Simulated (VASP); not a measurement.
# SnHgAs2 with PBE: from relaxation to properties

Wanted: the relaxed cell of SnHgAs2 and its properties. The steps: rough relaxation of the start cell, full relaxation (PBE), single point with fields (PBE), band structure (PBE), total and projected DOS (PBE), core levels (PBE), volume scan with PBE and fit for PBE. The cell is invented: it takes the structure of a Materials Project entry for CdSnAs2 (space group 166 there), with some of its atoms replaced by other elements, volume scaled by an estimate. It may not be a known or stable phase. Left out of this account: at least 7 further runs (self-consistent run: it repeats an earlier run and gave the same numbers).

Program: VASP 6.6.1. Level of theory: PBE; plane waves and PAW (Hg, Sn_d, As); invented cell. Results are calculated unless marked as measured.

### Step 1. The structure

Before any relaxation, the start is as follows. It takes space group R-3m (No. 166, trigonal). The conventional cell has a = 4.092 Å, b = 4.092 Å, c = 20.162 Å, α = 90.00°, β = 90.00°, γ = 120.00°. Nearest to Hg lie 6 As at 2.91 Å. Nearest to Sn lie 6 As at 2.89 Å. Nearest to As lie 3 Sn at 2.89 Å and 3 Hg at 2.91 Å. It derives from CdSnAs2. It takes the structure of a Materials Project entry for CdSnAs2 (space group 166 there), with some of its atoms replaced by other elements, volume scaled by an estimate. Farther neighbours are not listed.

### Step 2. Rough relaxation of the start cell

The start is only an estimate, so a cheap relaxation brings it near a minimum before any careful run. PBE, the usual starting point, adds the gradient of the density.

INCAR

```
SYSTEM = SnHgAs2
PREC = Normal
ENCUT = 400
EDIFF = 1E-05
NELM = 60
ISMEAR = 0
SIGMA = 0.05
LREAL = .FALSE.
ALGO = Fast
GGA = PE
NBANDS = 24
LORBIT = 11
LWAVE = .FALSE.
LCHARG = .FALSE.
KPAR = 2
IBRION = 2
NSW = 40
ISIF = 3
EDIFFG = -0.04
```

POSCAR

```
SnHgAs2
1.0
    2.0460780000      1.1813040000      6.7208270000
   -2.0460780000      1.1813040000      6.7208270000
    0.0000000000     -2.3626080000      6.7208270000
Hg Sn As
1 1 2
Direct
    0.5000000000      0.5000000000      0.5000000000
    0.0000000000      0.0000000000      0.0000000000
    0.2505410000      0.2505410000      0.2505410000
    0.7494590000      0.7494590000      0.7494590000
```

KPOINTS

```
Automatic mesh
0
Gamma
5 5 5
0 0 0
```

The projector-augmented-wave data sets are Hg, Sn_d and As (PBE family, release 64).

Started as:

```console
$ mpirun -np 2 vasp_std
```

What it wrote:

```text
[banner, memory and clock lines left out]
running    2 mpi-ranks, on    1 nodes
 distrk:  each k-point on    1 cores,    2 groups
 distr:  one band on    1 cores,    1 groups

 POSCAR found type information on POSCAR HgSnAs
 POSCAR found :  3 types and       4 ions
 LDA part: xc-table for (Slater+PW92), standard interpolation
 POSCAR, INCAR and KPOINTS ok, starting setup
 FFT: planning ... GRIDC
 FFT: planning ... GRID_SOFT
 FFT: planning ... GRID
 WAVECAR not read
 entering main loop
       N       E                     dE             d eps       ncg     rms          rms(c)
DAV:   1     0.260774418665E+03    0.26077E+03   -0.14309E+04   928   0.143E+03
DAV:   2     0.103664080945E+02   -0.25041E+03   -0.24249E+03   960   0.408E+02
DAV:   3    -0.127518089865E+02   -0.23118E+02   -0.22580E+02  1184   0.113E+02
DAV:   4    -0.133477519342E+02   -0.59594E+00   -0.59541E+00   960   0.193E+01
DAV:   5    -0.133645594074E+02   -0.16807E-01   -0.16807E-01  1272   0.326E+00    0.522E+00
RMM:   6    -0.128848221305E+02    0.47974E+00   -0.12673E+00   914   0.621E+00    0.503E+00
RMM:   7    -0.128772145783E+02    0.76076E-02   -0.17956E-01   966   0.199E+00    0.246E+00
RMM:   8    -0.128763587871E+02    0.85579E-03   -0.23317E-02  1127   0.103E+00    0.705E-01
RMM:   9    -0.128771283324E+02   -0.76955E-03   -0.64390E-03  1142   0.538E-01    0.153E-01
RMM:  10    -0.128771913208E+02   -0.62988E-04   -0.12202E-03  1160   0.249E-01    0.497E-02
RMM:  11    -0.128772335894E+02   -0.42269E-04   -0.38414E-04  1083   0.133E-01    0.427E-02
RMM:  12    -0.128772374783E+02   -0.38889E-05   -0.12219E-04  1050   0.713E-02    0.951E-03
RMM:  13    -0.128772395974E+02   -0.21191E-05   -0.21311E-05   701   0.328E-02
   1 F= -.12877240E+02 E0= -.12875691E+02  d E =-.128772E+02
 curvature:   0.00 expect dE= 0.000E+00 dE for cont linesearch  0.000E+00
 trial: gam= 0.00000 g(F)=  0.114E-02 g(S)=  0.327E-01 ort = 0.000E+00 (trialstep = 0.100E+01)
 search vector abs. value=  0.339E-01
 bond charge predicted
       N       E                     dE             d eps       ncg     rms          rms(c)
DAV:   1    -0.132143041820E+02   -0.33707E+00   -0.71790E+00  1128   0.311E+01    0.359E+00
RMM:   2    -0.129368397848E+02    0.27746E+00   -0.66092E-01   935   0.807E+00    0.141E+00
RMM:   3    -0.128989391749E+02    0.37901E-01   -0.92621E-02   954   0.252E+00    0.890E-01
RMM:   4    -0.128911142059E+02    0.78250E-02   -0.28235E-02  1081   0.136E+00    0.128E-01
RMM:   5    -0.128913205165E+02   -0.20631E-03   -0.64340E-03  1094   0.635E-01    0.153E-01
RMM:   6    -0.128914405173E+02   -0.12000E-03   -0.17177E-03  1274   0.320E-01    0.300E-02
RMM:   7    -0.128914484608E+02   -0.79435E-05   -0.19354E-04  1206   0.992E-02    0.260E-02
RMM:   8    -0.128914489038E+02   -0.44306E-06   -0.32619E-05   726   0.479E-02
   2 F= -.12891449E+02 E0= -.12890085E+02  d E =-.142093E-01
[... from here on, the cycles between the ionic steps are left out ...]
   3 F= -.12891925E+02 E0= -.12890534E+02  d E =-.146853E-01
   4 F= -.12891922E+02 E0= -.12890524E+02  d E =-.146827E-01
   5 F= -.12891932E+02 E0= -.12890536E+02  d E =-.146926E-01
   6 F= -.12895012E+02 E0= -.12894047E+02  d E =-.308029E-02
   7 F= -.12897226E+02 E0= -.12896601E+02  d E =-.529427E-02
   8 F= -.12896281E+02 E0= -.12895710E+02  d E =-.434886E-02
   9 F= -.12897675E+02 E0= -.12897097E+02  d E =-.574278E-02
  10 F= -.12897681E+02 E0= -.12897104E+02  d E =-.574869E-02
 curvature:  -1.50 expect dE=-0.323E-03 dE for cont linesearch -0.336E-06
 trial: gam= 0.06836 g(F)=  0.179E-03 g(S)=  0.362E-04 ort =-0.297E-04 (trialstep = 0.138E+01)
 search vector abs. value=  0.229E-03
 bond charge predicted
       N       E                     dE             d eps       ncg     rms          rms(c)
DAV:   1    -0.128979023002E+02   -0.22128E-03   -0.98427E-03   912   0.517E-01    0.420E-02
RMM:   2    -0.128979198975E+02   -0.17597E-04   -0.47570E-04   895   0.121E-01    0.288E-02
RMM:   3    -0.128979199957E+02   -0.98266E-07   -0.47115E-05   776   0.412E-02
  11 F= -.12897920E+02 E0= -.12897342E+02  d E =-.239134E-03
 trial-energy change:   -0.000239  1 .order   -0.000235   -0.000293   -0.000176
 step:   3.4433(harm=  3.4433)  dis= 0.00801  next Energy=   -12.898047 (dE=-0.367E-03)
 reached required accuracy - stopping structural energy minimisation
```

Wall time 1.9 min (2 MPI ranks of Intel Xeon Platinum 8375C at 2.90GHz (Ice Lake), shared host); peak memory 0.45 GiB.

The logs omit lines about the potential files and the build; timing stands in the text.

Parts of OUTCAR (step 2):

```text
ion  position               nearest neighbor table
   1  0.500  0.500  0.500-   3 2.91   3 2.91   4 2.91   4 2.91   3 2.91   4 2.91
   2  0.000  0.000  0.000-   4 2.89   4 2.89   3 2.89   3 2.89   4 2.89   3 2.89
   3  0.251  0.251  0.251-   2 2.89   2 2.89   2 2.89   1 2.91   1 2.91   1 2.91
   4  0.749  0.749  0.749-   2 2.89   2 2.89   2 2.89   1 2.91   1 2.91   1 2.91

  LATTYP: Found a trigonal (rhomboedric) cell.
 ALAT       =     7.1240037820
 COS(alpha) =     0.8350219185

 Subroutine GETGRP returns: Found 12 space group operations
 (whereof 12 operations were pure point group operations)

The static configuration has the point symmetry D_3d.

 Found     19 irreducible k-points:

   k-points           NKPTS =     19   k-points in BZ     NKDIM =     19   number of bands    NBANDS=     24

   dimension x,y,z NGX =    36 NGY =   36 NGZ =   36
   dimension x,y,z NGXF=    72 NGYF=   72 NGZF=   72

   ENCUT  =  400.0 eV  29.40 Ry    5.42 a.u.  11.62 11.62 11.62*2*pi/ulx,y,z

   NELECT =      36.0000    total number of electrons

 k-points in reciprocal lattice and weights: Automatic mesh
   0.00000000  0.00000000  0.00000000       0.008
   0.20000000  0.00000000  0.00000000       0.048
   0.40000000 -0.00000000 -0.00000000       0.048
   0.20000000  0.20000000 -0.00000000       0.048
   0.40000000  0.20000000 -0.00000000       0.096
  -0.40000000  0.20000000  0.00000000       0.096
  -0.20000000  0.20000000  0.00000000       0.048
   0.40000000  0.40000000 -0.00000000       0.048
  -0.40000000  0.40000000  0.00000000       0.048
[...]
0.40000000  0.40000000  0.40000000       0.016
  -0.40000000  0.40000000  0.40000000       0.048

 average (electrostatic) potential at core
       1 -38.4889       2-102.0835       3 -49.6769       4 -49.6769

 E-fermi :   5.0515

 k-point     1 :       0.0000    0.0000    0.0000
  band No.  band energies     occupation
    ...
     13      -1.5392      2.00000
     14       3.4905      2.00000
     15       4.2866      2.00000
     16       4.5200      2.00000
     17       4.5200      2.00000
     18       5.3710      0.00000
     19       5.3710      0.00000
     20       7.0024      0.00000
     21       7.9571      0.00000
     22       7.9571      0.00000
    ...

 k-point     2 :       0.2000    0.0000    0.0000
  band No.  band energies     occupation
    ...
     14       1.3670      2.00000
     15       2.5660      2.00000
     16       3.9933      2.00000
     17       4.2393      2.00000
     18       4.7006      2.00000
     19       6.0545      0.00000
     20       6.8268      0.00000
     21       8.8860      0.00000
     22       9.1918      0.00000
     23       9.4711      0.00000
    ...

 k-point     3 :       0.4000   -0.0000   -0.0000
  band No.  band energies     occupation
    ...
     15       1.2215      2.00000
     16       3.3399      2.00000
     17       3.5694      2.00000
     18       4.0047      2.00000
     19       4.9060      1.99996
     20       5.1580      0.00258
     21       9.5243      0.00000
     22      10.1697      0.00000
     23      10.1792      0.00000
     24      10.8584      0.00000

  Total        0.0392771      0.0392772     -0.0288576      0.0000000     -0.0000000      0.0000000
  in kB        0.6609255      0.6609259     -0.4855930      0.0000000     -0.0000000      0.0000000
  external PRESSURE =       0.2787528 kB  Pullay stress =       0.0000000 kB

  energy-cutoff  :      400.00
  volume of cell :       95.21
      direct lattice vectors                 reciprocal lattice vectors
     2.009635676  1.160263997  6.805694935     0.248801316  0.143645470  0.048978589
    -2.009635676  1.160263997  6.805694935    -0.248801316  0.143645470  0.048978589
    -0.000000000 -2.320527995  6.805694935     0.000000000 -0.287290939  0.048978589

 POSITION                                       TOTAL-FORCE (eV/Angst)
 -----------------------------------------------------------------------------------
     -0.00000      0.00000     10.20854         0.000000     -0.000000     -0.000000
     -0.00000      0.00000     20.41708        -0.000000     -0.000000     -0.000000
     -0.00000      0.00000      5.13421        -0.000000      0.000000      0.024212
     -0.00000      0.00000     15.28287         0.000000     -0.000000     -0.024212
 -----------------------------------------------------------------------------------
    total drift:                               -0.000000     -0.000000      0.000000

  FREE ENERGIE OF THE ION-ELECTRON SYSTEM (eV)
  ---------------------------------------------------
  free  energy   TOTEN  =       -12.8979199957 eV

  energy  without entropy=      -12.8967641697  energy(sigma->0) =      -12.89734208

 reached required accuracy - stopping structural energy minimisation

 total charge
# of ion       s       p       d       tot
------------------------------------------
    1        0.784   0.326   9.322  10.432
    2        1.191   0.974  10.010  12.175
    3        1.281   1.379   0.029   2.690
    4        1.281   1.379   0.029   2.690
--------------------------------------------------
tot          4.538   4.059  19.389  27.986

[... 3 further parts left out ...]
```

CONTCAR:

```
SnHgAs2
   1.00000000000000
     2.0096356756144917    1.1602639974018323    6.8056949350638876
    -2.0096356756144917    1.1602639974018323    6.8056949350638876
    -0.0000000000000000   -2.3205279948036646    6.8056949350638876
  Hg              Sn              As
     1     1     2
Direct
     0.5000000000000000    0.5000000000000000    0.5000000000000000
     1.0000000000000000    1.0000000000000000    1.0000000000000000
     0.2514664998831490    0.2514664998831490    0.2514664998831490
     0.7485335001168509    0.7485335001168509    0.7485335001168509
```

The k-mesh is coarse for a metal. This relaxation is a rough one on cheap settings, only to bring the start near its minimum. The run keeps the 12 symmetry operations of its start, so it cannot find a distortion of lower symmetry.

Step by step:

| step | energy less that of the first step (eV) | largest force (eV/Å) | pressure (GPa) | volume (Å³) |
| --- | --- | --- | --- | --- |
| 1 | 0.0000 | 0.1088 | -1.45 | 97.47 |
| 2 | -0.0142 | 0.0575 | 0.47 | 94.38 |
| 3 | -0.0147 | 0.0645 | 0.31 | 94.79 |
| 4 | -0.0147 | 0.0668 | 0.15 | 94.91 |
| 5 | -0.0147 | 0.0655 | 0.20 | 94.86 |
| 6 | -0.0178 | 0.0557 | 0.16 | 94.97 |
| 7 | -0.0200 | 0.0482 | 0.07 | 95.10 |
| 8 | -0.0190 | 0.0287 | -0.11 | 95.35 |
| 9 | -0.0204 | 0.0426 | 0.00 | 95.20 |
| 10 | -0.0204 | 0.0430 | 0.00 | 95.19 |
| 11 | -0.0207 | 0.0242 | 0.03 | 95.21 |

```
conventional cell, symmetrised  before   after  change
                         a (Å)   4.092   4.019  -1.8 %
                         b (Å)   4.092   4.019  -1.8 %
                         c (Å)  20.162  20.417  +1.3 %
              volume (Å³/atom)   24.37   23.80  -2.3 %
```

The atoms that moved most (Å, as changes of fractional coordinates times the final cell):

| atom | dx | dy | dz | length |
| --- | --- | --- | --- | --- |
| As4 | 0.000 | 0.000 | -0.019 | 0.019 |
| As3 | 0.000 | 0.000 | 0.019 | 0.019 |

Final coordinates:

```
Hg Sn As
1.0
     2.00964    1.16026    6.80569
    -2.00964    1.16026    6.80569
     0.00000   -2.32053    6.80569
Hg Sn As
1 1 2
Direct
  0.50000 0.50000 0.50000
  0.00000 0.00000 0.00000
  0.25147 0.25147 0.25147
  0.74853 0.74853 0.74853
```

This step gave:

- electrons: 36
- bands: 24
- irreducible k-points: 19
- symmetry operations: 12
- free energy (TOTEN): -12.90 eV
- energy at zero smearing: -12.90 eV
- Fermi energy: 5.051 eV
- pressure: 0.02788 GPa
- metallic, judged on the points sampled: yes
- SCF cycles over all ionic steps: 67

It ends with a largest force of 0.024 eV/Å and a pressure of 0.03 GPa.

(Part 1 of 5 ends here.)

[Lines on the potential files, build, host, timing and source positions are cut from VASP's logs without a mark.]

[Logs are printed without paths, hosts, clocks, repeated set-up lines and the standing remarks that a program may print on its own settings, such as how far it seeks lower states.]

[Hosts, paths, dates, database ids (printed as entryN), source tags and the programs' standing remarks are cut or masked in the printed files.]

[A measured line is paired with the nearest computed mode of its activity, which favours agreement.]

[In band tables of VASP the shares of atoms and orbitals are scaled to a sum of 1 inside the atoms' spheres.]
